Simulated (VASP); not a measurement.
VASP ran on this input.

**POSCAR**
```
Cu
1
    0.0000000000     1.8050000000     1.8050000000
    1.8050000000     0.0000000000     1.8050000000
    1.8050000000     1.8050000000     0.0000000000
Cu
1
Direct
  0.0000000000   0.0000000000   0.0000000000
```

INCAR:
```
! general
SYSTEM =Cu
PREC   =Accurate
ENCUT  =300   ! plane-wave cut-off (eV)
LREAL  =.FALSE.   ! projection in real space or not
LASPH  =.TRUE.   ! aspherical one-centre terms

! electronic loop
EDIFF  =1E-6   ! SCF stop (eV)
NELM   =100
ALGO   =Normal   ! blocked Davidson
LMAXMIX=4   ! l cut-off of mixed one-centre charges

! smearing
ISMEAR =-1   ! Fermi-Dirac
SIGMA  =0.136   ! width (eV)

! ions
ISIF   =2

! output
LWAVE  =.FALSE.
LCHARG =.FALSE.
```

KPOINTS:
```
K-points
0
Gamma
21 21 21
0 0 0
```

POTCAR, in this order: Cu (LDA.64 set). Program: vasp_std.

Question: Write an equivalent input for Ansatz.

Answer: One equivalent input (not run):
Ansatz 0.2 input:
```yaml
crystal:
  lattice:
    - [0.0000000, 1.8050000, 1.8050000]
    - [1.8050000, 0.0000000, 1.8050000]
    - [1.8050000, 1.8050000, 0.0000000]
  atoms:
    - { symbol: Cu, position: [0.0000000, 0.0000000, 0.0000000] }
kpoints:
  mp_grid: { grid: [21, 21, 21] }
hamiltonian:
  xc: lda
  pseudopotentials: { kind: paw }
scf:
  occupations: { method: fermi_dirac, width: 0.136 }
  max_iter: 100
output: { forces: true, stress: true, eigenvalues: true }
```
Limits of the translation: each code has its own PAW files, so the cut-off isn't converted (ENCUT is set for VASP's; basis.ecutwfc is left out, and Ansatz then takes the one that its files recommend); Ansatz stops its SCF on the density residual and VASP on the energy change (EDIFF); Ansatz's lda is the Perdew-Wang form, while the LDA potentials of VASP carry Perdew-Zunger's.

The structure is a typed Cu crystal. The cell was not relaxed at this level. The run is one of a series of settings (GGA removed, POTCAR Cu (LDA.64 set) against the base run), some of them coarse on purpose.
